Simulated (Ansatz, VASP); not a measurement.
## Cross-check of Ba3Ca4Si9O25 between VASP and Ansatz

Aim: how closely do two programs agree when they are given the same cell, functional and k mesh? The structure shown is frame 79 of Ansatz's trajectory.

Main program and level: Ansatz 0.2.0; plane waves, with VASP 6.6.1 beside it; single point at PBE.

## Step 1: The starting structure

The cell holds 82 atoms: 18 Si, 6 Ba, 8 Ca and 50 O. Its edges and angles: a = 10.676 Å, b = 10.676 Å, c = 10.676 Å, α = 90.0°, β = 90.0°, γ = 90.0°. As first built, before any earlier steps moved the atoms (in the runner's words): 82 atoms (18 Si, 6 Ba, 8 Ca, 50 O) placed at random at 3.25 g/cm^3, melted at 4000 K for 10 ps at fixed volume with the Morse and Coulomb pair potential with partial charges (Pedone, Malavasi, Menziani, Cormack and Segre, J. Phys. Chem. B 110, 11780 (2006)). Quenched from 4000 K to 300 K at 10 K/ps and fixed volume, held 10 ps at zero pressure.

## Step 2: Ansatz: dynamics, PBE

Ansatz runs on its default PAW (the set named soft_2) files.

One frame of this run of dynamics is then solved in both programs, so the motion causes no difference.

Input file input.yaml:

```yaml
crystal:
  lattice:
    - [10.67573, 0.0, 0.0]
    - [0.0, 10.67573, 0.0]
    - [0.0, 0.0, 10.67573]
  atoms:
    - { symbol: Si, position: [0.16391, 0.8242, 0.74932] }
    - { symbol: Si, position: [0.81324, 0.06647, 0.80217] }
    - { symbol: Si, position: [0.46768, 0.06801, 0.74554] }
    - { symbol: Si, position: [0.62494, 0.33345, 0.48466] }
    - { symbol: Si, position: [0.65109, 0.3134, 0.20211] }
    - { symbol: Si, position: [0.39579, 0.6624, 0.68883] }
    - { symbol: Si, position: [0.40365, 0.67181, 0.08298] }
    - { symbol: Si, position: [0.00353, 0.713, 0.37051] }
    - { symbol: Si, position: [0.62707, 0.88292, 0.30079] }
    - { symbol: Si, position: [0.33252, 0.92664, 0.95305] }
    - { symbol: Si, position: [0.25658, 0.59476, 0.31756] }
    - { symbol: Si, position: [0.20406, 0.19502, 0.67571] }
    - { symbol: Si, position: [0.66635, 0.04798, 0.54469] }
    - { symbol: Si, position: [0.90133, 0.19087, 0.28057] }
    - { symbol: Si, position: [0.11329, 0.37083, 0.18796] }
    - { symbol: Si, position: [0.89573, 0.68577, 0.79359] }
    - { symbol: Si, position: [0.06758, 0.96409, 0.25852] }
    - { symbol: Si, position: [0.33866, 0.41501, 0.54171] }
    - { symbol: Ba, position: [0.0914, 0.64892, 0.02957] }
    - { symbol: Ba, position: [0.66976, 0.64208, 0.52879] }
    - { symbol: Ba, position: [0.37664, 0.31752, 0.97202] }
    - { symbol: Ba, position: [0.10586, 0.11491, 0.98723] }
    - { symbol: Ba, position: [0.66529, 0.41958, 0.82971] }
    - { symbol: Ba, position: [0.97388, 0.37743, 0.53875] }
    - { symbol: Ca, position: [0.58642, 0.06039, 0.05157] }
    - { symbol: Ca, position: [0.96729, 0.97974, 0.56296] }
    - { symbol: Ca, position: [0.87335, 0.9039, 0.03778] }
    - { symbol: Ca, position: [0.72939, 0.62987, 0.14547] }
    - { symbol: Ca, position: [0.36761, 0.11353, 0.24638] }
    - { symbol: Ca, position: [0.99527, 0.36954, 0.85044] }
    - { symbol: Ca, position: [0.63263, 0.78966, 0.87103] }
    - { symbol: Ca, position: [0.30888, 0.89026, 0.45051] }
    - { symbol: O, position: [0.33284, 0.55955, 0.01012] }
    - { symbol: O, position: [0.20093, 0.27711, 0.80811] }
    - { symbol: O, position: [0.84924, 0.70723, 0.94503] }
    - { symbol: O, position: [0.09429, 0.88525, 0.14025] }
    - { symbol: O, position: [0.54505, 0.0151, 0.62756] }
    - { symbol: O, position: [0.15892, 0.50743, 0.23146] }
    - { symbol: O, position: [0.77092, 0.22005, 0.20825] }
    - { symbol: O, position: [0.14684, 0.87981, 0.61262] }
    - { symbol: O, position: [0.52875, 0.64243, 0.75657] }
    - { symbol: O, position: [0.51404, 0.18488, 0.80811] }
    - { symbol: O, position: [0.53076, 0.22847, 0.17758] }
    - { symbol: O, position: [0.80504, 0.76185, 0.71038] }
    - { symbol: O, position: [0.71911, 0.99057, 0.88864] }
    - { symbol: O, position: [0.34453, 0.52458, 0.64672] }
    - { symbol: O, position: [0.47954, 0.36936, 0.53051] }
    - { symbol: O, position: [0.93793, 0.66396, 0.23682] }
    - { symbol: O, position: [0.49034, 0.94384, 0.30897] }
    - { symbol: O, position: [0.68812, 0.94802, 0.43227] }
    - { symbol: O, position: [0.32601, 0.10385, 0.69272] }
    - { symbol: O, position: [0.18172, 0.01526, 0.32613] }
    - { symbol: O, position: [0.96826, 0.07232, 0.20206] }
    - { symbol: O, position: [0.99988, 0.30597, 0.27616] }
    - { symbol: O, position: [0.77341, 0.04691, 0.65275] }
    - { symbol: O, position: [0.6632, 0.41458, 0.09863] }
    - { symbol: O, position: [0.2432, 0.30209, 0.57022] }
    - { symbol: O, position: [0.22869, 0.27927, 0.19474] }
    - { symbol: O, position: [0.3445, 0.80707, 0.04283] }
    - { symbol: O, position: [0.94352, 0.99891, 0.84336] }
    - { symbol: O, position: [0.63764, 0.73723, 0.3101] }
    - { symbol: O, position: [0.695, 0.92463, 0.17483] }
    - { symbol: O, position: [0.45135, 0.95348, 0.85022] }
    - { symbol: O, position: [0.33691, 0.05215, 0.03174] }
    - { symbol: O, position: [0.41273, 0.73995, 0.56869] }
    - { symbol: O, position: [0.89098, 0.15054, 0.41921] }
    - { symbol: O, position: [0.04094, 0.74141, 0.7916] }
    - { symbol: O, position: [0.83408, 0.20919, 0.84884] }
    - { symbol: O, position: [0.21334, 0.91778, 0.8638] }
    - { symbol: O, position: [0.30384, 0.49771, 0.42021] }
    - { symbol: O, position: [0.27821, 0.7279, 0.75993] }
    - { symbol: O, position: [0.72253, 0.39693, 0.57011] }
    - { symbol: O, position: [0.98513, 0.87242, 0.35674] }
    - { symbol: O, position: [0.0606, 0.37314, 0.04636] }
    - { symbol: O, position: [0.35824, 0.64458, 0.22494] }
    - { symbol: O, position: [0.89685, 0.54135, 0.77928] }
    - { symbol: O, position: [0.65188, 0.37096, 0.33934] }
    - { symbol: O, position: [0.63514, 0.1795, 0.48915] }
    - { symbol: O, position: [0.16546, 0.70017, 0.37191] }
    - { symbol: O, position: [0.54758, 0.67861, 0.04125] }
    - { symbol: O, position: [0.07141, 0.14609, 0.64331] }
    - { symbol: O, position: [0.95971, 0.63752, 0.48434] }
kpoints:
  mp_grid: { grid: [1, 1, 1] }
hamiltonian:
  xc: pbe
scf:
  occupations: { method: fixed }
output:
  forces: true
md:
  timestep: 1.0
  n_steps: 236
  ensemble: nve
  temperature: 300
  initial_velocities: maxwell_boltzmann
  seed: 4863
```

Launch:

```
$ ansatz run input.yaml --threads 4 --pin off --max-ram 8192MiB --backend cpu --events-out ev --progress --plain --runs-dir out
```

Numbers of over 12 decimals in the logs are rounded to 6 here.

Log:

```text
Warning: md: disabling space-group detection — thermal motion breaks the input geometry's symmetry, so no spatial operation reduces the k-mesh or symmetrises the density; time reversal is kept, so that k and −k are solved as one point where they differ and the mesh holds both, and exact exchange and, on two spinor components, a DFT+U term hold to it where the run has them: on two components no moment then forms, and  [...]
Engine: ansatz 0.2.0, aarch64-unknown-linux-gnu
Pseudopotentials: kind: paw
Pseudopotential: Si, paw, valence charge 4, recommended cutoff 420 eV (normal), Si.paw.azcp
Pseudopotential: Ba, paw, valence charge 10, recommended cutoff 420 eV (normal), Ba.paw.azcp
Pseudopotential: Ca, paw, valence charge 10, recommended cutoff 420 eV (normal), Ca.paw.azcp
Pseudopotential: O, paw, valence charge 6, recommended cutoff 420 eV (normal), O.paw.azcp
Functional definition: PBE
  parameter kappa = 0.804
  parameter beta = 0.066725
  exchange = pbe_x(kappa = kappa, mu = beta*pi^2/3)
  correlation = pbe_c(beta = beta)
Crystal: 82 atoms, lattice volume = 1216.726 Å³
Basis set: ecut = 420 eV, 23847 PW (Γ), exchange–correlation on 144×144×144 points (8 copies of the dense FFT grid, shifted against one another)
Bands: 338, of which v1, the nominal top of the filled ones, is band 256 counted from 1 (255 counted from 0)
Symmetry: 1 space group operations
k-points: 1
Non-local potential: Si, projectors of the file, l = 0: 2, l = 1: 2, l = 2: 2
Non-local potential: Ba, projectors of the file, l = 0: 3, l = 1: 2, l = 2: 2, l = 3: 2
Non-local potential: Ca, projectors of the file, l = 0: 3, l = 1: 2, l = 2: 2
Non-local potential: O, projectors of the file, l = 0: 2, l = 1: 2, l = 2: 1
PAW form: soft (Blöchl's): semilocal exchange-correlation on the pseudo side does not see the compensation charge
PAW one-centre angular grid: Si, 110 points (default); XC on 64 Gauss nodes
PAW one-centre angular grid: Ba, 194 points (default); XC on 64 Gauss nodes
PAW one-centre angular grid: Ca, 110 points (default); XC on 64 Gauss nodes
PAW one-centre angular grid: O, 110 points (default); XC on 64 Gauss nodes
Initial density: superposition of atomic densities (neutral atoms: chi_scale 0, normalization atom), corrected by the library's trained network
Initial wavefunctions: pseudopotential atomic-orbital guess
Functional: x = pbe(κ = 0.804, μ = 0.219515), c = pbe(β = 0.066725)
SCF iter   1: F=—  HF=-90152.032476 eV  |F-HF|=—  |Δ(HF+E_count)|=         —  Δρ=1.90e-3  dr2=4.77e-2  ethr=1.77e-3  ⟨swp⟩=7.0  Hψ=1170  notcnv=0  defer=80
preconditioner: auto → Resta (q_TF=auto, 2.362 Å⁻¹)  ε∞=3.3  [insulator: Δε(μ)=3.316 eV  Ē_g=15.570 eV  n_scr=256 (ndim 8)  ℏωp=23.4 eV  f_vac=0.096  ε∞_Penn≈3.3]
SCF iter   2: F=—  HF=-90152.042481 eV  |F-HF|=—  |Δ(HF+E_count)|=   1.00e-2  Δρ=1.00e-3  dr2=1.08e-2  ethr=9.31e-6  ⟨swp⟩=4.0  Hψ=594  notcnv=0  defer=80
SCF iter   3: F=—  HF=-90152.046105 eV  |F-HF|=—  |Δ(HF+E_count)|=   3.62e-3  Δρ=4.32e-4  dr2=3.01e-3  ethr=2.11e-6  ⟨swp⟩=3.0  Hψ=450  notcnv=0  defer=76
automatic band count: iteration 3 solves 334 bands in place of 338: the levels show a gap, and the empty bands left out lie too high to hold charge; the band table lists the bands solved (type scf.n_extra_bands for more)
SCF iter   4: F=—  HF=-90152.046813 eV  |F-HF|=—  |Δ(HF+E_count)|=   7.08e-4  Δρ=1.23e-4  dr2=2.05e-4  ethr=5.88e-7  ⟨swp⟩=3.0  Hψ=450  notcnv=0  defer=76
SCF iter   5: F=—  HF=-90152.046855 eV  |F-HF|=—  |Δ(HF+E_count)|=   4.21e-5  Δρ=7.18e-5  dr2=5.75e-5  ethr=4.00e-8  ⟨swp⟩=2.0  Hψ=463  notcnv=0  defer=76
SCF iter   6: F=—  HF=-90152.048715 eV  |F-HF|=—  |Δ(HF+E_count)|=   1.86e-3  Δρ=2.47e-5  dr2=6.56e-6  ethr=1.12e-8  ⟨swp⟩=2.0  Hψ=576  notcnv=0  defer=76
SCF iter   7: F=—  HF=-90152.048718 eV  |F-HF|=—  |Δ(HF+E_count)|=   2.25e-6  Δρ=9.04e-6  dr2=9.66e-7  ethr=1.28e-9  ⟨swp⟩=2.0  Hψ=454  notcnv=0  defer=76
SCF iter   8: F=—  HF=-90152.048718 eV  |F-HF|=—  |Δ(HF+E_count)|=   8.31e-7  Δρ=7.08e-6  dr2=5.12e-7  ethr=1.89e-10  ⟨swp⟩=2.0  Hψ=489  notcnv=0  defer=76
SCF iter   9: F=-90152.048718 eV  HF=-90152.048718 eV  |F-HF|=2.13e-8  |Δ(HF+E_count)|=   8.69e-9  Δρ=1.23e-6  dr2=1.96e-8  ethr=1.60e-11  ⟨swp⟩=3.0  Hψ=1303  notcnv=0
SCF 1 converged in 9 iterations: F = -90152.048718 eV  dr2 = 1.96e-8
  greatest PAW one-centre occupation: 0.995 electrons in one spin orbital (limit 2), on the Ca atom at site 25 (counted from 0), in its partial waves of l = 0
[...]
automatic band count: iteration 1 solves 334 bands in place of 338: the levels show a gap, and the empty bands left out lie too high to hold charge; the band table lists the bands solved (type scf.n_extra_bands for more)
md step   231: t =   231.00 fs  T =   508.6 K  F+E_penalty+E_count = -90154.24513962 eV  E_kin = 5.325412 eV  conserved = -90148.91972770 eV  (4 SCF iters)
[...]
md step   232: t =   232.00 fs  T =   526.5 K  F+E_penalty+E_count = -90154.43344838 eV  E_kin = 5.512654 eV  conserved = -90148.92079416 eV  (4 SCF iters)
[...]
md step   233: t =   233.00 fs  T =   539.0 K  F+E_penalty+E_count = -90154.56459256 eV  E_kin = 5.643436 eV  conserved = -90148.92115641 eV  (4 SCF iters)
[...]
md step   234: t =   234.00 fs  T =   545.6 K  F+E_penalty+E_count = -90154.63356258 eV  E_kin = 5.712814 eV  conserved = -90148.92074817 eV  (4 SCF iters)
[...]
md step   235: t =   235.00 fs  T =   547.1 K  F+E_penalty+E_count = -90154.64736184 eV  E_kin = 5.727703 eV  conserved = -90148.91965882 eV  (4 SCF iters)
[...]
md step   236: t =   236.00 fs  T =   544.9 K  F+E_penalty+E_count = -90154.62353416 eV  E_kin = 5.705395 eV  conserved = -90148.91813871 eV  (8 SCF iters)
SCF converged after 8 iterations
Free energy (F): -90154.623534 eV
Harris-Foulkes:  -90154.623534 eV  (|F-HF|=1.14e-9)
Internal energy: -90154.623534 eV  (E = F + TS)
E sigma→0 (E₀):  -90154.623534 eV
Fermi energy:    5.093218 eV
--- Per-component energies (eV) ---
  E_band       = -2345.759616
  E_kinetic    = 12932.145016
  E_local      = -31409.243705  (includes V_loc(G=0)·N_el)
  E_nonlocal   = 3680.578322
  E_hartree    = 11426.072433
  E_xc         = -6846.713132
  E_vxc        = -7808.406039  (∫ρ·V_xc dr)
  E_paw        = -55382.913232  (= ΣΔE_a)
  E_vpaw       = -2593.104276  (= ΣTr[D̂ρ^β])
  E_aug_tail   = 0.125339  (compensation charges beyond the density's cutoff)
  E_ewald      = -24554.674574
  E_smearing   = -0.000000  (= −TS)
  E_closure    = 0.000000  (closes the sum)
  Σ components = -90154.623534   (vs F -90154.623534, Δ=0.00e0)
--- Forces (eV/Å), atoms counted from 1 ---
  atom   1  Si     4.69356572     2.11110440    -2.23813158
  atom   2  Si     0.41104788    -0.13177910    -3.02904725
  atom   3  Si     0.44152709     1.40422517     2.66388291
  atom   4  Si    -1.40753012    -1.57995470    -0.00905891
  atom   5  Si     0.69890754     0.34607254    -0.18033796
  atom   6  Si    -1.24991671    -0.54470212     0.77457563
  atom   7  Si     0.36782007     0.40807209    -1.07504138
  atom   8  Si     1.06141460    -1.16782314    -2.42335032
  atom   9  Si    -2.62436212    -0.69100338     2.00832504
  atom  10  Si    -0.38513928     0.22169148    -0.08044460
  atom  11  Si     1.54286804    -0.06765042     2.32806575
  atom  12  Si     2.16176469     0.43577396    -1.99978793
  atom  13  Si     1.68526881     1.36671638    -0.17141810
  atom  14  Si     0.03394291     1.16672192     2.12630852
  atom  15  Si     0.53910481     1.29245376    -0.17359118
  atom  16  Si    -0.93374466    -0.25652603    -1.39267658
  atom  17  Si     0.92941320     0.69058698     2.23723479
  atom  18  Si    -2.23614603    -0.55089759    -1.15168060
  atom  19  Ba    -0.22986044    -0.45038069     0.91224096
  atom  20  Ba    -0.92070125     0.12431583    -0.19510132
  atom  21  Ba     0.34992359     0.70421966    -0.15085457
  atom  22  Ba    -0.30964859    -0.02504127     0.18012651
  atom  23  Ba    -0.09517282    -0.41830564     0.02453344
  atom  24  Ba     0.46991789    -0.90668523     0.19392065
[...]
atom  75  O     -0.44525478    -1.06538479     0.07013156
  atom  76  O      0.39728955     1.12284650     0.07861571
  atom  77  O      0.10716867     0.48363798    -0.89501708
  atom  78  O     -0.14785645    -0.28624880     0.53610929
  atom  79  O     -2.54336203     0.81522185    -0.37978539
  atom  80  O      0.21186613    -0.08171223     0.00306215
  atom  81  O     -1.56302566    -0.35486231    -0.64108619
  atom  82  O     -0.02358966     0.09406590     0.20122235
  max |Σ_I F_I| component: 8.24e-5 eV/Å
--- MD trajectory: 236 steps, t = 0.0 → 236.0 fs ---
  final state: T = 544.9 K   F+E_penalty+E_count = -90154.62353416 eV   E_kin = 5.705395 eV
  conserved energy: peak-to-peak 1.488e-2 eV (1.814e-4 eV/atom) over 236.0 fs
```

(Part 1 of 2 ends here.)

[Lines on the potential files, build, host, timing and source positions are cut from VASP's logs without a mark.]

[Logs are printed without paths, hosts, clocks, repeated set-up lines and the standing remarks that a program may print on its own settings, such as how far it seeks lower states.]

[Hosts, paths, dates, database ids (printed as entryN), source tags and the programs' standing remarks are cut or masked in the printed files.]
